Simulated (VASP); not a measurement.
Level of theory: optB88-vdW, VASP's PBE PAW potentials (set 64) (plane waves; VASP).

Input for VASP

INCAR:
```
# general
SYSTEM    =  NiSb
PREC      =  Accurate
ENCUT     =  520
LREAL     =  .FALSE.
LASPH     =  .TRUE.   # aspherical one-centre terms

# electronic loop
EDIFF     =  1E-7   # SCF stop (eV)
NELM      =  100
ALGO      =  Normal   # blocked Davidson
LMAXMIX   =  4

# smearing
ISMEAR    =  1
SIGMA     =  0.1   # width (eV)

# functional
GGA       =  BO
LUSE_VDW  =  .TRUE.
AGGAC     =  0.0
PARAM1    =  0.1833333333
PARAM2    =  0.22

# ions
IBRION    =  2   # conjugate gradients
NSW       =  30   # most ionic steps
ISIF      =  4   # ions and shape, fixed volume
EDIFFG    =  -0.01   # ionic stop

# output
LWAVE     =  .FALSE.
LCHARG    =  .FALSE.
```

**POSCAR**
```
NiSb
1.0
  1.9693283314  -3.4109768943   0.0000000000
  1.9693283314   3.4109768943   0.0000000000
  0.0000000000   0.0000000000   5.1394068808
Ni Sb
2 2
Cartesian
  0.0000000000   0.0000000000   2.5697034404
  0.0000000000   0.0000000000   0.0000000000
  1.9693283314   1.1369945721   1.2848517202
  1.9693283314  -1.1369945721   3.8545551606
```

**KPOINTS**
```
Automatic mesh
0
Gamma
9 9 6
0 0 0
```

POTCAR, in this order: Ni Sb (PBE.64 set). Program: vasp_std.

The run wrote:

OUTCAR:
```
 ion  position               nearest neighbor table
   1  0.000  0.000  0.500-   2 2.57   2 2.57   4 2.61   3 2.61   4 2.61   3 2.61   4 2.61   3 2.61
  LATTYP: Found a hexagonal cell.
 ALAT       =     3.9386568079
 C/A-ratio  =     1.3048628331
 Subroutine PRICEL returns:
 Original cell was already a primitive cell.
 Subroutine GETGRP returns: Found 24 space group operations
The static configuration has the point symmetry D_3d.
 The point group associated with its full space group is D_6h.
The dynamic configuration has the point symmetry D_3d.
 Subroutine INISYM returns: Found 24 space group operations
 Subroutine IBZKPT returns following result:
 Found     48 irreducible k-points:

 Following reciprocal coordinates:
            Coordinates               Weight
  0.000000  0.000000  0.000000      1.000000
  0.111111  0.000000  0.000000      6.000000
  0.222222  0.000000  0.000000      6.000000
  0.333333 -0.000000  0.000000      6.000000
  0.444444  0.000000  0.000000      6.000000
  0.111111  0.111111  0.000000      6.000000
  0.222222  0.111111  0.000000     12.000000
  0.333333  0.111111  0.000000     12.000000
...
```

File OSZICAR:
```
       N       E                     dE             d eps       ncg     rms          rms(c)
DAV:   1     0.180848013465E+03    0.18085E+03   -0.12690E+04  1824   0.163E+03
DAV:   2    -0.210170764239E+01   -0.18295E+03   -0.17821E+03  1836   0.323E+02
DAV:   3    -0.113416551495E+02   -0.92399E+01   -0.88993E+01  2077   0.886E+01
DAV:   4    -0.116149105172E+02   -0.27326E+00   -0.27094E+00  2030   0.143E+01
DAV:   5    -0.116236495037E+02   -0.87390E-02   -0.87313E-02  2214   0.269E+00    0.116E+01
DAV:   6    -0.134574600757E+02   -0.18338E+01   -0.24621E+01  1997   0.913E+01    0.144E+01
DAV:   7    -0.105863068819E+02    0.28712E+01   -0.98217E+00  1989   0.654E+01    0.341E+00
DAV:   8    -0.106282880147E+02   -0.41981E-01   -0.10874E+00  2396   0.869E+00    0.240E+00
DAV:   9    -0.105741445442E+02    0.54143E-01   -0.21385E-01  2051   0.813E+00    0.559E-01
DAV:  10    -0.105746029879E+02   -0.45844E-03   -0.78811E-03  1945   0.782E-01    0.410E-01
DAV:  11    -0.105741643829E+02    0.43860E-03   -0.84233E-04  2560   0.257E-01    0.115E-01
DAV:  12    -0.105740486768E+02    0.11571E-03   -0.53649E-04  2666   0.360E-01    0.358E-02
DAV:  13    -0.105740517294E+02   -0.30526E-05   -0.48779E-05  1923   0.580E-02    0.225E-02
DAV:  14    -0.105740506661E+02    0.10633E-05   -0.15292E-06  2752   0.132E-02    0.863E-03
DAV:  15    -0.105740502132E+02    0.45286E-06   -0.56642E-07  2200   0.852E-03    0.193E-03
DAV:  16    -0.105740501328E+02    0.80402E-07   -0.60564E-08  1054   0.229E-03
   1 F= -.10574050E+02 E0= -.10573704E+02  d E =-.105741E+02
       N       E                     dE             d eps       ncg     rms          rms(c)
DAV:   1    -0.105741804277E+02   -0.13021E-03   -0.30870E-03  1899   0.451E-01    0.680E-02
DAV:   2    -0.105741271692E+02    0.53259E-04   -0.16518E-04  2419   0.233E-01    0.484E-02
DAV:   3    -0.105741129850E+02    0.14184E-04   -0.18150E-04  2007   0.261E-01    0.391E-02
DAV:   4    -0.105740895366E+02    0.23448E-04   -0.50098E-05  2356   0.128E-01    0.405E-03
DAV:   5    -0.105740897710E+02   -0.23435E-06   -0.54110E-06  1937   0.296E-02    0.252E-03
DAV:   6    -0.105740897219E+02    0.49042E-07   -0.16943E-07  1248   0.646E-03
   2 F= -.10574090E+02 E0= -.10573748E+02  d E =-.395891E-04
```

OUTCAR:
```
------------------------ aborting loop because EDIFF is reached ----------------------------------------
  FORCE on cell =-STRESS in cart. coord.  units (eV):
  Direction    XX          YY          ZZ          XY          YZ          ZX
  --------------------------------------------------------------------------------------
  Total        1.4342140      1.4342141      1.4001855      0.0000000      0.0000000      0.0000000
  in kB       33.2801003     33.2801037     32.4904897      0.0000000      0.0000000      0.0000000
  external PRESSURE =      33.0168979 kB  Pullay stress =       0.0000000 kB
  volume of cell :       69.05
      direct lattice vectors                 reciprocal lattice vectors
     1.969989669 -3.412122370 -0.000000000     0.253808438 -0.146536362  0.000000000
     1.969989669  3.412122370 -0.000000000     0.253808438  0.146536362 -0.000000000
     0.000000000  0.000000000  5.135956792     0.000000000  0.000000000  0.194705688
 POSITION                                       TOTAL-FORCE (eV/Angst)
 -----------------------------------------------------------------------------------
      3.93998      0.00000      2.56798         0.000000      0.000000     -0.000000
      3.93998      0.00000      5.13596         0.000000     -0.000000     -0.000000
      1.96999      1.13738      1.28399         0.000000     -0.000000      0.000000
      1.96999     -1.13738      3.85197        -0.000000      0.000000     -0.000000
 -----------------------------------------------------------------------------------
    total drift:                                0.000000      0.000000      0.000000
  FREE ENERGIE OF THE ION-ELECTRON SYSTEM (eV)
  ---------------------------------------------------
  free  energy   TOTEN  =       -10.5740897219 eV

  energy  without entropy=      -10.5730635730  energy(sigma->0) =      -10.57374767

 reached required accuracy - stopping structural energy minimisation
```
(Selected blocks of OUTCAR.)

### CONTCAR
```
NiSb
   1.00000000000000
     1.9699896686231502   -3.4121223699278436   -0.0000000000000000
     1.9699896686231502    3.4121223699278436   -0.0000000000000000
     0.0000000000000000    0.0000000000000000    5.1359567923404121
  Ni              Sb
     2     2
Direct
     1.0000000000000000    1.0000000000000000    0.5000000000000000
     1.0000000000000000    1.0000000000000000    1.0000000000000000
     0.3333330000000032    0.6666669999999968    0.2500000000000000
     0.6666669999999968    0.3333330000000032    0.7500000000000000
```

The compound is NiSb in the NiAs type structure. This cell is one point of a volume scan, at 0.97 of the reference volume. Symmetry was kept, so distortions that lower it aren't found. The run is not spin-polarised, so no magnetic state was tried.
